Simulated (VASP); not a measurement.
```yaml
crystal:
  lattice:
    - [0.00000, 2.84258, 2.84258]
    - [2.84258, 0.00000, 2.84258]
    - [2.84258, 2.84258, 0.00000]
  atoms:
    - { symbol: Na, position: [0.00000, 0.00000, 0.00000] }
    - { symbol: Cl, position: [0.50000, 0.50000, 0.50000] }
```

These are PBE GGA, VASP's PBE PAW potentials (set 64) (plane waves; VASP) values and carry that method's errors. Run with 500 eV cut-off, 8×8×8 Γ-centred mesh, Gaussian smearing of 0.050 eV, potentials Na_pv Cl.

Q: Estimate the energy per atom (σ→0), band gap (on the k-mesh) with the smallest direct gap where there is one.

A: 
The band gap (on the k-mesh) comes out as 5.02 eV, the smallest direct gap (on the k-mesh) is 5.02 eV and the energy per atom (σ→0) is -3.389 eV/atom.

The absolute energy has meaning only against runs of the same code, potentials and settings.

The compound is NaCl in the rock salt structure. It was relaxed first.
